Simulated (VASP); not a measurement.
Energy against volume of C (diamond). Method: PBE0 hybrid, VASP's PBE PAW potentials (set 64) (plane waves; VASP).

| V (Å³/atom) | E (eV/atom) |
|---|---|
| 5.191 | -11.01753 |
| 5.362 | -11.04922 |
| 5.533 | -11.06235 |
| 5.704 | -11.05938 |
| 5.875 | -11.04243 |

**Question.** Fit a third-order Birch-Murnaghan equation of state.

**Answer.** 
volume per atom: 5.58 Å³/atom
bulk modulus: 471 GPa
pressure derivative of the bulk modulus: 3.60
lattice constant a: 0.3548 nm

Measured: bulk modulus 455 GPa at 0 K (computed value off by +3.5 %), as given by Daniel Mejia-Rodriguez et al., Physical Review B (2018), arXiv:1807.09216 [0 K value with the zero-point phonon effect removed]; a 3.553 Å at 0 K (computed value off by -0.1 %), as given by Daniel Mejia-Rodriguez et al., Physical Review B (2018), arXiv:1807.09216 [static lattice: zero-point anharmonic expansion removed].

The compound is C in the diamond structure. It was relaxed first. The cell's shape comes from a PBE relaxation.
